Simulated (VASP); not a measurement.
An input for Quantum ESPRESSO's pw.x (written as the equivalent of a VASP run, and not itself run):

```
&CONTROL
  calculation = 'scf'
  pseudo_dir = './pseudo'
  outdir = './out'
  tprnfor = .true.
  tstress = .true.
/
&SYSTEM
  ibrav = 0
  nat = 5
  ntyp = 3
  ecutwfc = 84
  occupations = 'smearing'
  smearing = 'methfessel-paxton'
  degauss = 0.00735
  input_dft = 'pw91'
/
&ELECTRONS
  conv_thr = 7.3e-09
  electron_maxstep = 100
/
ATOMIC_SPECIES
  Sr 87.620 Sr.upf
  V 50.941 V.upf
  O 15.999 O.upf
CELL_PARAMETERS angstrom
     3.7819456    0.0000000    0.0000000
     0.0000000    3.7819456    0.0000000
     0.0000000    0.0000000    3.7819456
ATOMIC_POSITIONS crystal
  Sr   0.0000000  0.0000000  0.0000000
  V    0.5000000  0.5000000  0.5000000
  O    0.5000000  0.0000000  0.5000000
  O    0.0000000  0.5000000  0.5000000
  O    0.5000000  0.5000000  0.0000000
K_POINTS automatic
  8 8 8 0 0 0
```

**Question.** Translate this input to VASP (INCAR, KPOINTS, POSCAR, choice of POTCAR).

**Answer.** Several could match; the one computed here: 
### INCAR
```
SYSTEM = SrVO3
PREC = Accurate
ENCUT = 520
EDIFF = 1E-7
NELM = 100
ALGO = Normal
LREAL = .FALSE.
LASPH = .TRUE.
ISMEAR = 1
SIGMA = 0.1
GGA = 91
LMAXMIX = 4
LWAVE = .FALSE.
LCHARG = .FALSE.
ISIF = 2
```

File POSCAR:
```
SrVO3
1.0
  3.7819455579   0.0000000000   0.0000000000
  0.0000000000   3.7819455579   0.0000000000
  0.0000000000   0.0000000000   3.7819455579
Sr V O
1 1 3
direct
  0.0000000000   0.0000000000   0.0000000000
  0.5000000000   0.5000000000   0.5000000000
  0.5000000000   0.0000000000   0.5000000000
  0.0000000000   0.5000000000   0.5000000000
  0.5000000000   0.5000000000   0.0000000000
```

KPOINTS:
```
Automatic mesh
0
Gamma
8 8 8
0 0 0
```

POTCAR, in this order: Sr_sv V_sv O (PBE.64 set). Program: vasp_std.

The two are equivalent in intent, not identical: the potentials are each code's own (VASP's PAW set, PseudoDojo norm-conserving files in pw.x), so ENCUT and ecutwfc are chosen apart and not converted; conv_thr bounds pw.x's estimated SCF error, while EDIFF bounds the energy change between steps.

The compound is SrVO3 in the cubic perovskite structure. This cell is one point of a volume scan, at 0.94 of the reference volume.
